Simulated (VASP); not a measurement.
# Si24H8Cl in VASP: settings compared

One slab, Si24H8Cl, is run at these levels: RPBE, RPBE+D3(BJ); tasks: single point.

Everything below comes from runs of VASP 6.6.1. Logs are shortened: lines on timing, memory, paths and dates and some standing lists are left out, and cuts for length are marked.

### 1 The slab as given

The cell holds a slab with vacuum, 66 atoms: a = 10.862 Å, b = 10.862 Å, c = 23.428 Å, α = 90.00°, β = 90.00°, γ = 90.00°.

The cell was built by a generator and needn't be a form met in nature.

### 2 Single point, RPBE

File INCAR:

```
  ALGO = Normal
  EDIFF = 1E-6
  ENCUT = 400
  GGA = RP
  ISIF = 2
  ISMEAR = 0
  ISYM = 0
  LASPH = True
  LCHARG = False
  LREAL = Auto
  LWAVE = False
  NCORE = 4
  NELM = 80
  PREC = Accurate
  SIGMA = 0.05
```

File KPOINTS:

```
k-points
0
Gamma
  1 1 1
```

File POSCAR:

```
Si24H8Cl                                
1.0
    7.6805938572      7.6805938572      0.0000000000
   -7.6805938572      7.6805938572      0.0000000000
    0.0000000000      0.0000000000     23.4276500000
  Si              H               Cl            
    48    16     2
Selective dynamics
Direct
     0.6855631188075655    0.3144368820677468    0.4100290644615924   T   T   T
     0.8148921900788866    0.6816068051544104    0.4103811894248443   T   T   T
     0.0489444380331713    0.9510555609689942    0.4276739131069995   T   T   T
     0.3183931947564936    0.1851078088171667    0.4103811861126110   T   T   T
     0.9636118049351642    0.5392161273816735    0.4396139640625061   T   T   T
     0.2065391162017780    0.7934608863079253    0.4264115168179948   T   T   T
[... 32 lines left out ...]
     0.5027173732260151    0.9969079631819838    0.2028054930231234   T   T   T
     0.4954192691594397    0.5045807311088452    0.2027594446613765   T   T   T
     0.8750000000000000    0.3750000000000000    0.1455075519999980   F   F   F
     0.8750000000000000    0.8750000000000000    0.1455075519999980   F   F   F
     0.1250000000000000    0.1250000000000000    0.1455075519999980   F   F   F
     0.3750000000000000    0.3750000000000000    0.1455075519999980   F   F   F
     0.1250000000000000    0.6250000000000000    0.1455075519999980   F   F   F
     0.3750000000000000    0.8750000000000000    0.1455075519999980   F   F   F
[... 16 lines left out ...]
     0.7016281893000027    0.5483718106999973    0.1067115139999970   F   F   F
     0.5483718106999973    0.7016281893000027    0.1067115139999970   F   F   F
     0.2513170688821830    0.7486829335699883    0.5104182277406514   T   T   T
     0.9986983549529941    0.0013016440764456    0.5104154632642430   T   T   T
```

Potentials or basis: VASP PAW PBE potentials, release 64 (Si, H, Cl).

Command:

```
cat potpaw_PBE.64/Si/POTCAR potpaw_PBE.64/H/POTCAR potpaw_PBE.64/Cl/POTCAR > POTCAR
mpirun -np 8 vasp_gam > vasp.out
```

OUTCAR:

```text
EDIFF = 1E-6
   ENCUT = 400
   GGA = RP
   ISIF = 2
   ISMEAR = 0
   ISYM = 0
   LASPH = True
   LREAL = Auto
   NELM = 80
   PREC = Accurate

 ion  position               nearest neighbor table
   1  0.686  0.314  0.410-   9 2.34  15 2.34   8 2.35  24 3.13  20 3.13
   2  0.815  0.682  0.410-  16 2.33  10 2.34   5 2.34  24 3.09
   3  0.049  0.951  0.428-  66 2.09  11 2.35  10 2.35   6 2.42
   4  0.318  0.185  0.410-  12 2.33  11 2.34   7 2.34  20 3.09
   5  0.964  0.539  0.440-   2 2.34   9 2.38  13 2.39
   6  0.207  0.793  0.426-  65 2.08  13 2.35  14 2.35   3 2.42
   7  0.461  0.036  0.440-   4 2.34  15 2.38  14 2.39
   8  0.539  0.461  0.439-   1 2.35  16 2.37  12 2.37
   9  0.875  0.390  0.378-   1 2.34  17 2.37  24 2.37   5 2.38
  10  0.882  0.872  0.376-   2 2.34   3 2.35  23 2.37  18 2.38
  11  0.128  0.118  0.376-   4 2.34   3 2.35  17 2.37  19 2.38
  12  0.388  0.376  0.378-   4 2.33   8 2.37  21 2.37  20 2.38
  13  0.113  0.628  0.378-  18 2.34   6 2.35  21 2.37   5 2.39
  14  0.372  0.887  0.378-  19 2.34   6 2.35  22 2.37   7 2.39
  15  0.610  0.125  0.378-   1 2.34  23 2.37  20 2.37   7 2.38
  16  0.624  0.612  0.378-   2 2.33   8 2.37  22 2.37  24 2.38
  17  0.998  0.253  0.324-  11 2.37   9 2.37  29 2.37  25 2.38
  18  0.003  0.750  0.313-  27 2.32  26 2.33  13 2.34  10 2.38
  19  0.250  0.997  0.313-  27 2.32  28 2.33  14 2.34  11 2.38
  20  0.499  0.250  0.313-  28 2.33  32 2.33  15 2.37  12 2.38   4 3.09   1 3.13
  21  0.249  0.501  0.325-  13 2.37  12 2.37  29 2.38  30 2.38
  22  0.499  0.751  0.325-  14 2.37  16 2.37  31 2.38  30 2.38
  23  0.747  0.002  0.324-  10 2.37  15 2.37  31 2.37  25 2.38
  24  0.750  0.501  0.313-  26 2.33  32 2.33   9 2.37  16 2.38   2 3.09   1 3.13
  25  0.873  0.127  0.265-  33 2.38  23 2.38  17 2.38  35 2.38
  26  0.877  0.625  0.257-  24 2.33  18 2.33  37 2.33  34 2.33
  27  0.124  0.876  0.256-  19 2.32  18 2.32  35 2.33  38 2.33
  28  0.375  0.123  0.257-  20 2.33  19 2.33  39 2.33  36 2.33
  29  0.126  0.374  0.264-  17 2.37  36 2.38  37 2.38  21 2.38
  30  0.373  0.627  0.265-  38 2.38  40 2.38  21 2.38  22 2.38
[... 22 lines left out ...]
  53  0.202  0.048  0.107-  43 1.49
  54  0.048  0.202  0.107-  43 1.49
[... 10 lines left out ...]
  65  0.251  0.749  0.510-   6 2.08
  66  0.999  0.001  0.510-   3 2.09

IMPORTANT INFORMATION: All symmetrisations will be switched off!
NOSYMM: (Re-)initialisation of all symmetry stuff for point group C_1.

----------------------------------------------------------------------------------------

                                     Primitive cell

  volume of cell :    2764.0655

  direct lattice vectors                    reciprocal lattice vectors
     7.680593857  7.680593857  0.000000000     0.065099133  0.065099133  0.000000000
    -7.680593857  7.680593857  0.000000000    -0.065099133  0.065099133  0.000000000
     0.000000000  0.000000000 23.427650000     0.000000000  0.000000000  0.042684606

  length of vectors
[... 199 lines left out ...]
   EMIN   =  10.00;   EMAX   =-10.00  energy-range for DOS
   EFERMI =   0.00;   METHOD = LEGACY
   ISMEAR =     0;   SIGMA  =   0.05  broadening in eV -4-tet -1-fermi 0-gaus
   EFERMI_NEDOS =   21; number of points for ismear=-14 and -15
   IALGO  =     38    algorithm
   IMIX   =      4    mixing-type and parameters
     AMIX     =   0.40;   BMIX     =  1.00
     AMIX_MAG =   1.60;   BMIX_MAG =  1.00
  volume/ion in A,a.u.               =      41.88       282.62
  Fermi-wavevector in a.u.,A,eV,Ry     =   0.706333  1.334776  6.788039  0.498907
  Thomas-Fermi vector in A             =   1.792086
   LORBIT       =      0    0 simple, 1 ext, 2 COOP (PROOUT), +10 PAW based schemes
   GGA     = RP    functional components
   LHFCALC =     F    Hartree Fock is set to
   AEXX    =    0.0000 exact exchange contribution
   IVDW    =     0    specifies the selected vdW correction
   LEPSILON=     F    determine dielectric tensor
   LRPA    =     F    only Hartree local field effects (RPA)
 non-spin polarized calculation
 Gauss-broadening in eV      SIGMA  =   0.05
  energy-cutoff  :      400.00
  volume of cell :     2764.07
 maximum number of plane-waves:     25105
 NGX is ok and might be reduce to    70
   NGX = 35   NGY = 35   NGZ = 77

 number of electron     221.9999965 magnetization

 Free energy of the ion-electron system (eV)
  ---------------------------------------------------
  ext. energy  EPLUGINS =         0.00000000
  ---------------------------------------------------
  free energy    TOTEN  =      -297.06842874 eV

  energy without entropy =     -297.06842874  energy(sigma->0) =     -297.06842874

 E-fermi :  -0.9135     XC(G=0):  -4.2115

 val. band max:       -1.1495647401   @ k =   0.0000   0.0000   0.0000
 cond. band min:      -0.6294961541   @ k =   0.0000   0.0000   0.0000
 fundamental gap:      0.5200685859
 Fermi energy:        -0.9134727988

 k-point     1 :       0.0000    0.0000    0.0000
  band No.  band energies     occupation
      1     -16.8228      2.00000
      2     -16.6470      2.00000
      3     -12.5927      2.00000
      4     -11.7565      2.00000
      5     -11.7422      2.00000
      6     -11.6724      2.00000
[... 115 lines left out ...]
    122       1.0885      0.00000
    123       1.1287      0.00000
 [bands above 123 left out]

------------------------ aborting loop because EDIFF is reached ----------------------------------------

  FORCE on cell =-STRESS in cart. coord.  units (eV):
  Direction    XX          YY          ZZ          XY          YZ          ZX
  --------------------------------------------------------------------------------------
  -------------------------------------------------------------------------------------
  Total       37.5630983     24.8737145     12.4147768     -0.0000002      0.0000003      0.7299092
  in kB       21.7732703     14.4179297      7.1961660     -0.0000001      0.0000002      0.4230884
  external PRESSURE =      14.4624554 kB  Pullay stress =       0.0000000 kB

 VOLUME and BASIS-vectors are now :
 -----------------------------------------------------------------------------
  energy-cutoff  :      400.00
  volume of cell :     2764.07
      direct lattice vectors                 reciprocal lattice vectors
     7.680593857  7.680593857  0.000000000     0.065099133  0.065099133  0.000000000
    -7.680593857  7.680593857  0.000000000    -0.065099133  0.065099133  0.000000000
     0.000000000  0.000000000 23.427650000     0.000000000  0.000000000  0.042684606

 POSITION                                       TOTAL-FORCE (eV/Angst)
 -----------------------------------------------------------------------------------
      2.85047      7.68059      9.60602        -0.088088      0.000000     -0.027755
      1.02371     11.49400      9.61427         0.108705     -0.020210     -0.056995
     -6.92875      7.68059     10.01939        -0.011596     -0.000000      0.078587
      1.02371      3.86719      9.61427         0.108705      0.020210     -0.056995
      3.25961     11.54261     10.29912        -0.020039     -0.010983      0.193427
     -4.50791      7.68059      9.98982         0.022029      0.000000      0.085189
[... 58 lines left out ...]
     -3.82007      7.68059     11.95790         0.093860      0.000000      0.205468
      7.66060      7.68059     11.95783        -0.090489     -0.000000      0.198004
 -----------------------------------------------------------------------------------
    total drift:                               -0.005871     -0.000000     -0.030202

  FREE ENERGIE OF THE ION-ELECTRON SYSTEM (eV)
  ---------------------------------------------------
  free  energy   TOTEN  =      -297.0684287418 eV

  energy  without entropy=     -297.0684287418  energy(sigma->0) =     -297.06842874
```

OSZICAR:

```text
N       E                     dE             d eps       ncg     rms          rms(c)
DAV:   1     0.117727728464E+04    0.11773E+04   -0.74642E+04   300   0.972E+02
DAV:   2    -0.166627020543E+03   -0.13439E+04   -0.12929E+04   374   0.202E+02
DAV:   3    -0.301945946474E+03   -0.13532E+03   -0.13306E+03   392   0.609E+01
[... 25 lines left out ...]
DAV:  29    -0.297068423046E+03   -0.72568E-05   -0.28077E-07   224   0.926E-04    0.871E-04
DAV:  30    -0.297068424860E+03   -0.18149E-05   -0.69284E-08   200   0.528E-04    0.519E-04
DAV:  31    -0.297068427253E+03   -0.23925E-05   -0.10151E-07   208   0.685E-04    0.110E-03
DAV:  32    -0.297068428492E+03   -0.12392E-05   -0.52944E-08   200   0.414E-04    0.725E-04
DAV:  33    -0.297068428742E+03   -0.24962E-06   -0.10241E-08   192   0.230E-04
   1 F= -.29706843E+03 E0= -.29706843E+03  d E =-.585449E-11
```

stdout:

```text
POSCAR found type information on POSCAR SiH Cl
 POSCAR found :  3 types and      66 ions
 scaLAPACK will be used
 -----------------------------------------------------------------------------
|                                                                             |
|                                                                             |
|     You enforced a specific xc type in the INCAR file but a different       |
|     I HOPE YOU KNOW WHAT YOU ARE DOING!                                     |
|                                                                             |
 -----------------------------------------------------------------------------

 LDA part: xc-table for (Slater+PW92), standard interpolation
 POSCAR, INCAR and KPOINTS ok, starting setup
 FFT: planning ... GRIDC
 FFT: planning ... GRID_SOFT
 FFT: planning ... GRID
 WAVECAR not read
 entering main loop
```

Run time: 3.7 min. Hardware: 8 MPI ranks of Intel Xeon Platinum 8259CL at 2.50GHz (Skylake/Cascade Lake), shared host; peak memory 0.34 GiB.

Results:

* Free energy: -297.0684 eV
* Largest force: 0.421 eV/Å
* Band gap on the k mesh: 0.52 eV, direct

Forces in eV/Å, atoms in the order of the input:
```
Si  -0.088  0.000 -0.028
Si   0.109 -0.020 -0.057
Si  -0.012  0.000  0.079
Si   0.109  0.020 -0.057
Si  -0.020 -0.011  0.193
Si   0.022  0.000  0.085
Si  -0.020  0.011  0.193
Si   0.054  0.000  0.202
Si  -0.021 -0.024  0.131
Si  -0.002 -0.060  0.075
Si  -0.002  0.060  0.075
Si   0.026 -0.014  0.113
Si  -0.018 -0.057  0.084
Si  -0.018  0.057  0.084
Si  -0.021  0.024  0.131
Si   0.026  0.014  0.113
Si   0.012 -0.009  0.030
Si  -0.037 -0.048  0.100
Si  -0.037  0.048  0.100
Si  -0.013 -0.007  0.182
Si   0.015  0.007  0.017
Si   0.015 -0.007  0.017
Si   0.012  0.009  0.030
Si  -0.013  0.007  0.182
Si   0.012  0.000  0.005
Si   0.003 -0.003 -0.027
Si   0.007  0.000 -0.053
Si   0.003  0.003 -0.027
Si   0.000 -0.005 -0.003
Si  -0.005  0.000 -0.012
Si   0.000  0.005 -0.003
Si   0.003  0.000 -0.030
Si   0.018  0.000 -0.062
Si  -0.016 -0.006 -0.065
Si  -0.011  0.000 -0.058
Si  -0.016  0.006 -0.065
Si   0.011  0.005 -0.067
Si   0.027  0.000 -0.046
Si   0.011 -0.005 -0.067
Si  -0.001  0.000 -0.058
Si   0.254  0.021 -0.206
Si  -0.332 -0.010 -0.259
Si  -0.332  0.010 -0.259
Si  -0.307 -0.008 -0.220
Si   0.299  0.002 -0.277
Si   0.299 -0.002 -0.277
Si   0.254 -0.021 -0.206
Si  -0.307  0.008 -0.220
H   -0.327 -0.022 -0.031
H    0.308  0.022  0.045
H   -0.303  0.032  0.059
H    0.335 -0.026 -0.049
H   -0.303 -0.032  0.059
H    0.335  0.026 -0.049
H   -0.303  0.030  0.057
H    0.341 -0.039 -0.039
H   -0.340  0.011 -0.044
H    0.310 -0.016  0.043
H   -0.340 -0.011 -0.044
H    0.310  0.016  0.043
H   -0.327  0.022 -0.031
H    0.308 -0.022  0.045
H   -0.303 -0.030  0.057
H    0.341  0.039 -0.039
Cl   0.094  0.000  0.205
Cl  -0.090  0.000  0.198
```

Levels at points of the mesh, in eV from the valence-band top:
```
           k point  band 108  band 109  band 110  band 111  band 112  band 113  band 114  band 115
(0.00, 0.00, 0.00)     -0.38     -0.26     -0.10      0.00      0.52      1.16      1.25      1.30
```

Caveat: the PAW data sets were made with another functional, which shifts forces and pressure a little. A hybrid or GW would open this gap; RPBE tends to underestimate it.

(Part 1 of 2 ends here.)
